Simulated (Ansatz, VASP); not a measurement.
# CsSrF3: VASP beside Ansatz, part 2 of 2

Wanted: the spread between two codes on one cell, functional and k mesh. The cell is taken from a series of runs on this material, whose earlier steps may have relaxed, scaled, displaced or heated it; both programs get it as it stands.

VASP 6.6.1 and Ansatz 0.2.0.

So far: The structure; VASP: zone-centre phonons, PBEsol.

## 3. Ansatz: zone-centre phonons, PBEsol

Level of this step: Ansatz beside VASP: Kohn-Sham DFT, plane waves, PBEsol (Ansatz).

Ansatz runs on its PAW soft_1 files.

The same cell, functional and mesh now go to Ansatz, which takes its cutoff from its data sets.

input.yaml

```yaml
crystal:
  lattice:
    - [4.7371927409, 0.0, 0.0]
    - [0.0, 4.7371927409, 0.0]
    - [0.0, 0.0, 4.7371927409]
  atoms:
    - { symbol: Cs, position: [0.0, 0.0, 0.0] }
    - { symbol: Sr, position: [0.5, 0.5, 0.5] }
    - { symbol: F, position: [0.0, 0.5, 0.5] }
    - { symbol: F, position: [0.5, 0.0, 0.5] }
    - { symbol: F, position: [0.5, 0.5, 0.0] }
kpoints:
  mp_grid: { grid: [6, 6, 6] }
hamiltonian:
  xc: pbesol
  pseudopotentials: { kind: paw, azcp: { folder: soft_1 }, xc_functional: pbe }
scf:
  occupations: { method: fixed }
output:
  eigenvalues: true
phonons:
  method: dfpt
  qmesh: [2, 2, 2]
  temperatures: { t_max: 1000, t_step: 50 }
  qpath:
    path:
      - [[0.0, 0.0, 0.0], [0.0, 0.5, 0.0], [0.5, 0.5, 0.0], [0.0, 0.0, 0.0], [0.5, 0.5, 0.5], [0.0, 0.5, 0.0]]
      - [[0.5, 0.5, 0.5], [0.5, 0.5, 0.0]]
    npoints: 10
  non_analytic_term:
    high_frequency_dielectric_tensor: [[2.2877, 0.0, 0.0], [0.0, 2.2877, 0.0], [0.0, 0.0, 2.2877]]
    born_effective_charges:
      - { species: Cs, tensor: [[1.3028, 0.0, 0.0], [0.0, 1.3028, 0.0], [0.0, 0.0, 1.3028]] }
      - { species: Sr, tensor: [[2.4582, 0.0, 0.0], [0.0, 2.4582, 0.0], [0.0, 0.0, 2.4582]] }
      - { species: F, tensor: [[-1.7053, 0.0, 0.0], [0.0, -1.0279, 0.0], [0.0, 0.0, -1.0279]] }
      - { species: F, tensor: [[-1.0279, 0.0, 0.0], [0.0, -1.7053, 0.0], [0.0, 0.0, -1.0279]] }
      - { species: F, tensor: [[-1.0279, 0.0, 0.0], [0.0, -1.0279, 0.0], [0.0, 0.0, -1.7053]] }
    source: "zone-centre run at this cell"
```

On the command line:

```bash
ansatz run input.yaml --threads 4 --pin off --max-ram 10240MiB --backend cpu --events-out ev --progress --plain --runs-dir out
```

Numbers of over 12 decimals in the logs are rounded to 6 here.

The log of the run:

```text
Engine: ansatz 0.2.0, aarch64-unknown-linux-gnu
Pseudopotentials: kind: paw
Pseudopotential: Cs, paw, valence charge 9, recommended cutoff 420 eV (normal), soft_1/Cs.paw.azcp
Pseudopotential: Sr, paw, valence charge 10, recommended cutoff 420 eV (normal), soft_1/Sr.paw.azcp
Pseudopotential: F, paw, valence charge 7, recommended cutoff 420 eV (normal), soft_1/F.paw.azcp
Functional definition: PBEsol
  exchange = pbesol_x
  correlation = pbesol_c
Crystal: 5 atoms, lattice volume = 106.307 Å³
Basis set: ecut = 420 eV, 2103 PW (Γ), exchange–correlation on 64×64×64 points (8 copies of the dense FFT grid, shifted against one another)
Bands: 25, of which v1, the nominal top of the filled ones, is band 20 counted from 1 (19 counted from 0)
Symmetry: 48 space group operations
k-points: 20 of 216
Non-local potential: Cs, projectors of the file, l = 0: 3, l = 1: 2, l = 2: 2, l = 3: 2
Non-local potential: Sr, projectors of the file, l = 0: 3, l = 1: 2, l = 2: 2
Non-local potential: F, projectors of the file, l = 0: 2, l = 1: 2, l = 2: 1
PAW form: soft (Blöchl's): semilocal exchange-correlation on the pseudo side does not see the compensation charge
PAW frozen core: Cs, regenerated for the run's functional, and the local potential with it (the file was generated under x = pbe(κ = 0.804, μ = 0.219515), c = pbe(β = 0.066725))
PAW frozen core: Sr, regenerated for the run's functional, and the local potential with it (the file was generated under x = pbe(κ = 0.804, μ = 0.219515), c = pbe(β = 0.066725))
PAW frozen core: F, regenerated for the run's functional, and the local potential with it (the file was generated under x = pbe(κ = 0.804, μ = 0.219515), c = pbe(β = 0.066725))
PAW one-centre angular grid: Cs, 194 points (default); XC on 64 Gauss nodes
PAW one-centre angular grid: Sr, 110 points (default); XC on 64 Gauss nodes
PAW one-centre angular grid: F, 110 points (default); XC on 64 Gauss nodes
Initial density: superposition of atomic densities (chi_scale 0.1, normalization cell, long waves kept (reshape's long-wave potential 0.00 eV rms))
Initial wavefunctions: pseudopotential atomic-orbital guess
Functional: x = pbesol(κ = 0.804, μ = 0.123457), c = pbesol(β = 0.046)
SCF iter   1: F=—  HF=-11494.366687 eV  |F-HF|=—  |Δ(HF+E_count)|=         —  Δρ=1.66e-1  dr2=2.49e1  ethr=3.10e-3  ⟨swp⟩=6.4  Hψ=2619  notcnv=0  defer=36
preconditioner: auto → Resta (q_TF=auto, 2.318 Å⁻¹)  ε∞=3.5  [insulator: Δε(μ)=3.185 eV  Ē_g=13.759 eV  n_scr=26 (ndim 8)  ℏωp=21.6 eV  f_vac=0.001  ε∞_Penn≈3.5]
SCF iter   2: F=—  HF=-11489.096681 eV  |F-HF|=—  |Δ(HF+E_count)|=    5.27e0  Δρ=7.55e-2  dr2=3.51e0  ethr=3.10e-3  ⟨swp⟩=4.2  Hψ=1469  notcnv=0  defer=34
SCF iter   3: F=—  HF=-11488.286969 eV  |F-HF|=—  |Δ(HF+E_count)|=   8.10e-1  Δρ=1.88e-2  dr2=4.92e-1  ethr=3.10e-3  ⟨swp⟩=2.2  Hψ=1021  notcnv=0  defer=27
SCF iter   4: F=—  HF=-11488.188364 eV  |F-HF|=—  |Δ(HF+E_count)|=   9.86e-2  Δρ=6.19e-3  dr2=4.00e-2  ethr=1.23e-3  ⟨swp⟩=2.7  Hψ=1060  notcnv=0  defer=50
SCF iter   5: F=—  HF=-11488.188113 eV  |F-HF|=—  |Δ(HF+E_count)|=   2.51e-4  Δρ=1.42e-3  dr2=1.90e-3  ethr=9.99e-5  ⟨swp⟩=3.0  Hψ=883  notcnv=0  defer=53
SCF iter   6: F=—  HF=-11488.188406 eV  |F-HF|=—  |Δ(HF+E_count)|=   2.94e-4  Δρ=3.38e-4  dr2=1.62e-4  ethr=4.74e-6  ⟨swp⟩=2.9  Hψ=882  notcnv=0  defer=55
SCF iter   7: F=—  HF=-11488.188434 eV  |F-HF|=—  |Δ(HF+E_count)|=   2.73e-5  Δρ=1.02e-4  dr2=1.29e-5  ethr=4.05e-7  ⟨swp⟩=2.0  Hψ=774  notcnv=0  defer=54
SCF iter   8: F=—  HF=-11488.188435 eV  |F-HF|=—  |Δ(HF+E_count)|=   1.52e-6  Δρ=1.40e-5  dr2=1.25e-7  ethr=3.21e-8  ⟨swp⟩=2.1  Hψ=796  notcnv=0  defer=51
SCF iter   9: F=—  HF=-11488.188435 eV  |F-HF|=—  |Δ(HF+E_count)|=   2.44e-7  Δρ=2.74e-6  dr2=7.73e-9  ethr=3.12e-10  ⟨swp⟩=2.0  Hψ=831  notcnv=0  defer=45
SCF iter  10: F=—  HF=-11488.188435 eV  |F-HF|=—  |Δ(HF+E_count)|=  6.15e-10  Δρ=2.39e-7  dr2=6.89e-11  ethr=1.93e-11  ⟨swp⟩=2.1  Hψ=779  notcnv=0  defer=45
SCF iter  11: F=-11488.188435 eV  HF=-11488.188435 eV  |F-HF|=3.64e-12  |Δ(HF+E_count)|=  5.82e-11  Δρ=4.80e-8  dr2=2.38e-12  ethr=1.00e-12  ⟨swp⟩=15.9  Hψ=4090  notcnv=0
SCF 1 converged in 11 iterations: F = -11488.188435 eV  dr2 = 2.38e-12
  greatest PAW one-centre occupation: 0.987 electrons in one spin orbital (limit 2), on the Sr atom at site 1 (counted from 0), in its partial waves of l = 0
NSCF: frozen V_eff on 20 k-points
NSCF: frozen V_eff on 64 k-points
DFPT response loops at q = (0, 0, 0) (fractional): preconditioner auto → none (the input reference at scf.mixing.eps_inf says where Resta's filter doesn't serve); β = 0.50; Broyden in place of MSR1
NSCF: frozen V_eff on 128 k-points
DFPT response loops at q = (0, 0, -0.5) (fractional): preconditioner auto → Resta (q_TF=auto, 2.318 Å⁻¹)  ε∞=3.1 (no band partly filled); β = 1.00, the filter's whole step (`scf.mixing.beta` (0.50) is not read by the response loops at its default; to damp them type it under 1.00, their step now; it binds the ground state too); Broyden in place of MSR1
NSCF: frozen V_eff on 128 k-points
DFPT response loops at q = (0, -0.5, -0.5) (fractional): preconditioner auto → none (the input reference at scf.mixing.eps_inf says where Resta's filter doesn't serve); β = 0.50; Broyden in place of MSR1
NSCF: frozen V_eff on 128 k-points
DFPT response loops at q = (-0.5, -0.5, -0.5) (fractional): mixed as the last ones told, above
SCF converged after 11 iterations
Free energy (F): -11488.188435 eV
Harris-Foulkes:  -11488.188435 eV  (|F-HF|=3.64e-12)
Internal energy: -11488.188435 eV  (E = F + TS)
E sigma→0 (E₀):  -11488.188435 eV
Fermi energy:    2.214855 eV
--- Per-component energies (eV) ---
  E_band       = -227.914677
  E_kinetic    = 972.429551
  E_local      = -2934.817982  (includes V_loc(G=0)·N_el)
  E_nonlocal   = 521.006309
  E_hartree    = 1036.256532
  E_xc         = -582.460463
  E_vxc        = -590.438542  (∫ρ·V_xc dr)
  E_paw        = -8211.009494  (= ΣΔE_a)
  E_vpaw       = -268.609173  (= ΣTr[D̂ρ^β])
  E_aug_tail   = 0.002064  (compensation charges beyond the density's cutoff)
  E_ewald      = -2290.000792
  E_core_change = 0.405840  (= ΣΔE_core)
  E_smearing   = -0.000000  (= −TS)
  E_closure    = 0.000000  (closes the sum)
  Σ components = -11488.188435   (vs F -11488.188435, Δ=0.00e0)
--- Band table (eV; the first three rows and the last of 20) ---
  k-point 0: bands = [... 16 lower, 1.9373, 2.2149, 2.2149, 2.2149, 8.5138, 9.9072, 9.9072, 10.8599, ... 1 higher]
  k-point 1: bands = [... 16 lower, 1.8999, 1.9192, 2.2114, 2.2114, 8.8907, 10.0862, 10.2229, 10.9944, ... 1 higher]
  k-point 2: bands = [... 16 lower, 1.8227, 1.8227, 2.2062, 2.2062, 9.6853, 10.4919, 11.0285, 11.3694, ... 1 higher]
  k-point 19: bands = [... 16 lower, 1.5621, 2.1730, 2.1730, 2.1730, 10.6985, 10.6985, 10.6985, 12.7208, ... 1 higher]
--- Phonons (Γ-DFPT): 4 representative perturbations + reference (Σ response iterations 13) ---
  ASR residual: 4.799e-4 → 0.000e0 eV/Å²; symmetrization residual: 3.825e-6 eV/Å²
  ASR residual per site (eV/Å²): 2.88e-5 4.80e-4 4.37e-4 4.37e-4 4.37e-4
  Γ frequencies (cm⁻¹): 0.00 0.00 0.00 22.11 22.11 22.11 53.32 53.32 53.32 119.75 119.75 119.75 345.62 345.62 345.62
--- Phonons (arbitrary-q DFPT): 4 irreducible q on the 2×2×2 mesh ---
  q = [0.0000, 0.0000, 0.0000] (star 1, of the zone-centre solve; hermiticity 1.03e-6, symmetrization 3.13e-13): 0.00 0.00 0.00 22.11 22.11 22.11 53.32 53.32 53.32 119.75 119.75 119.75 345.62 345.62 345.62
  q = [0.0000, 0.0000, -0.5000] (star 3, 9 solved perturbations in 504 linear systems a pass and spin channel, the states on 64 of 216 k-point pairs; hermiticity 4.81e-7, symmetrization 1.29e-7): 25.83 25.83 38.57 38.57 63.01 74.34 86.63 86.63 106.22 106.22 123.59 237.57 345.24 345.24 400.62
  q = [0.0000, -0.5000, -0.5000] (star 3, 9 solved perturbations in 504 linear systems a pass and spin channel, the states on 64 of 216 k-point pairs; hermiticity 4.46e-7, symmetrization 1.22e-7): -61.90 2.27 2.27 31.93 80.78 89.25 89.25 90.86 90.86 183.64 193.80 193.80 344.71 349.46 424.60
  q = [-0.5000, -0.5000, -0.5000] (star 1, 4 solved perturbations in 184 linear systems a pass and spin channel, the states on 64 of 216 k-point pairs; hermiticity 7.23e-8, symmetrization 1.66e-8): -66.36 -66.36 -66.36 27.15 27.15 27.15 150.74 150.74 150.74 184.83 184.83 184.83 349.27 349.27 439.56
  sum rule: each row above includes the acoustic sum rule's correction from the zone centre's row sums; it moved no ω² by more than (2.50 cm⁻¹)²
  mesh force constants: q→R imaginary residual 7.47e-18; ASR residual 4.799e-4 → 0.000e0 eV/Å²; symmetrization residual 3.997e-15 eV/Å²
  interpolated dispersion: 63 rows × 15 modes
  density of states and harmonic sums: on the 14×14×14 q-mesh, interpolated from the force constants of a 2×2×2 supercell (with the dipole–dipole term of supplied tensors)
  largest difference from the sums on the solved wave vectors: F 1.55e-1 eV, S 1.57e-4 and C_V 1.42e-5 eV/K
  zero-point energy: 0.131231 eV/cell   skipped modes (ω ≤ 0): 144, of them read as no rigid motion or as one in doubt: 141 (1.144e0 modes/cell left out, lowest -66.36 cm⁻¹)   left out of the sums: 7.63e-2 of the cell's modes: C_V's classical limit lies that fraction below 3 k_B per atom; for a crystal, a wire or a layer, F and S can be off by more, and a phonons.interpolated_qmesh denser along its periods is the remedy for the sampling
```

The column dr2 measures how far the density is from self-consistency, as an energy; F and HF (Harris–Foulkes) agree once it is small.

## 4. Side by side

Known differences besides the potentials themselves: fixed occupations in Ansatz, narrow Gaussian smearing in VASP; VASP's run holds the zone centre alone; the cutoff is 420 eV in Ansatz and 600 eV in VASP; Ansatz makes its cores anew for this functional, VASP keeps those of its PBE data sets. Total energies have different zeros and are not compared.

Compared:

| quantity | Ansatz | VASP | difference |
| --- | --- | --- | --- |
| optical mode 1 to 3 (cm⁻¹) | 22.1 | 27.7 | -5.6 |
| optical mode 4 to 6 (cm⁻¹) | 53.3 | 57.8 | -7.70 % |
| optical mode 7 to 9 (cm⁻¹) | 119.8 | 119.0 | +0.59 % |
| optical mode 10 to 12 (cm⁻¹) | 345.6 | 359.1 | -3.74 % |

Modes are paired by rising frequency, not by their patterns, so a pair may set unlike modes beside each other; they are those without the splitting of longitudinal modes.

## 5. What came out

| Quantity | Value |
| --- | --- |
| r.m.s. difference of the optical zone-centre modes, each program's sorted by frequency (zone-centre phonons, PBEsol) | 7.6 cm⁻¹ |
| difference in optical mode 4 to 6 (zone-centre phonons, PBEsol) | -7.7 % |

In words: The r.m.s. difference of the optical zone-centre modes, each program's sorted by frequency is 7.6 cm⁻¹ (zone-centre phonons, PBEsol). Among the rows given in per cent, the largest difference of the zone-centre phonons, PBEsol pair is in optical mode 4 to 6, -7.7 %. Such differences can come from data sets, numerical settings and the points named under the comparisons, not from the functional's error against experiment.

[Lines on the potential files, build, host, timing and source positions are cut from VASP's logs without a mark.]

[Logs are printed without paths, hosts, clocks, repeated set-up lines and the standing remarks that a program may print on its own settings, such as how far it seeks lower states.]

[Hosts, paths, dates, database ids (printed as entryN), source tags and the programs' standing remarks are cut or masked in the printed files.]
